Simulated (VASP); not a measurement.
These are PBE GGA with D3 dispersion (Becke-Johnson damping), VASP's PBE PAW potentials (set 64) (plane waves; VASP) values and carry that method's errors.

VASP input:

### POSCAR
```
Li2Se
1
   -0.0000000000     2.9304650459     2.9304650459
    2.9304650459    -0.0000000000     2.9304650459
    2.9304650459     2.9304650459    -0.0000000000
Li Se
2 1
Direct
  0.2500000000   0.2500000000   0.2500000000
  0.7500000000   0.7500000000   0.7500000000
  0.0000000000   0.0000000000   0.0000000000
```

KPOINTS:
```
Regular mesh
0
gamma
 6 6 6
0 0 0
```

### INCAR
```
SYSTEM = Li2Se
PREC = Accurate; ENCUT = 520; LREAL = .FALSE.
LASPH = .TRUE.
EDIFF = 1E-6; NELM = 100; ALGO = Normal
LMAXMIX = 4
ISMEAR = 0; SIGMA = 0.05
GGA = PE; IVDW = 12
IBRION = 2; NSW = 60; ISIF = 3
EDIFFG = -0.02
LWAVE = .FALSE.; LCHARG = .FALSE.
```

POTCAR, in this order: Li_sv Se (PBE.64 set). Program: vasp_std.

Question: Predict the energy per atom (σ→0), dispersion energy, band gap (on the k-mesh).

Answer: 
| Quantity | Value |
|---|---|
| energy per atom (σ→0) | -3.982 eV/atom |
| dispersion energy | -0.849 eV |
| band gap (on the k-mesh) | 2.91 eV |

OSZICAR:
```
...
DAV:   7    -0.110915390780E+02    0.14813E-01   -0.15621E-01   436   0.193E+00    0.737E-01
DAV:   8    -0.110984604677E+02   -0.69214E-02   -0.20507E-02   410   0.100E+00    0.202E-01
DAV:   9    -0.110985142566E+02   -0.53789E-04   -0.12074E-03   430   0.201E-01    0.918E-02
DAV:  10    -0.110987838629E+02   -0.26961E-03   -0.50432E-04   354   0.144E-01    0.347E-02
DAV:  11    -0.110987878576E+02   -0.39946E-05   -0.23259E-05   434   0.366E-02    0.719E-03
DAV:  12    -0.110987924836E+02   -0.46260E-05   -0.59964E-06   346   0.178E-02    0.150E-03
DAV:  13    -0.110987923815E+02    0.10209E-06   -0.98498E-08   334   0.337E-03
   1 F= -.11947317E+02 E0= -.11947317E+02  d E =-.119473E+02
```

The compound is Li2Se in the antifluorite structure. It was relaxed first, which changed the volume by -7 %. The start is the result of an earlier pass.
